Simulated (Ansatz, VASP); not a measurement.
## AlSn in VASP and in Ansatz

INCAR

```
SYSTEM = AlSn
PREC = Accurate
ENCUT = 520
EDIFF = 1E-8
ISMEAR = -1
SIGMA = 0.05
LREAL = .False.
LASPH = .True.
NELM = 100
ALGO = Normal
ISIF = 2
LWAVE = .False.
LCHARG = .False.
GGA = PS
LEFG = .True.
NBANDS = 16
```

The input KPOINTS:

```
regular mesh
0
Gamma
  11 11 12
  0 0 0
```

POSCAR

```
AlSn
1.0
    4.1981056157      0.0000000000      0.0000000000
   -2.0990528078      3.6356661109      0.0000000000
    0.0000000000      0.0000000000      3.3068470000
Al Sn
1 1
Direct
    0.0000000000      0.0000000000      0.0000000000
    0.3333333333      0.6666666667      0.5000000000
```

Input for Ansatz:

```yaml
crystal:
  lattice:
    - [4.1981056157, 0.0, 0.0]
    - [-2.0990528078, 3.6356661109, 0.0]
    - [0.0, 0.0, 3.306847]
  atoms:
    - { symbol: Al, position: [0.0, 0.0, 0.0] }
    - { symbol: Sn, position: [0.3333333333, 0.6666666667, 0.5] }
kpoints:
  mp_grid: { grid: [11, 11, 12] }
  band_path:
    path:
      - [0.0, 0.0, 0.0]
      - [0.5, 0.0, 0.0]
      - [0.3333333333, 0.3333333333, 0.0]
      - [0.0, 0.0, 0.0]
      - [0.0, 0.0, 0.5]
      - [0.5, 0.0, 0.5]
      - [0.3333333333, 0.3333333333, 0.5]
      - [0.0, 0.0, 0.5]
      - [0.5, 0.0, 0.5]
    npoints: 8
scf:
  occupations: { method: fermi_dirac, width: 0.05 }
hamiltonian:
  xc: pbesol
  pseudopotentials: { kind: all_electron, datasets: crystal }
output:
  forces: true
  stress: true
  eigenvalues: true
  efg: { contact_densities: true }
```

Alike in both runs: task electric field gradients; functional PBEsol; k mesh 11 × 11 × 12; occupations fermi-dirac, width 0.05 eV; no spin polarisation.

|  | VASP | Ansatz |
| --- | --- | --- |
| version | VASP 6.6.1 | Ansatz 0.2.0 |
| potentials or method | VASP PAW PBE potentials, release 64 (Al, Sn_d) | all-electron PAW with datasets made for the crystal, scalar-relativistic |
| plane-wave cutoff (eV) | 520 | see its input |

Ansatz gave:

```
pressure (GPa)                                                 : -2.0
largest component of the traceless stress (GPa)                : 0.90
Vzz of the field gradient on the site that differs most (V/Å²) : 74.5
```

Question: What did VASP give for the same quantities?

Answer: Pressure (GPa): -2.1; largest component of the traceless stress (GPa): 0.90; Vzz of the field gradient on the site that differs most (V/Å²): 71.5.

Ansatz ran all-electron here, so the differences hold the error of VASP's frozen core and of both bases. Ansatz warned: «gradients_without_spin_orbit».

Caveats: the PAW data sets were made with another functional, which shifts forces and pressure a little (VASP).
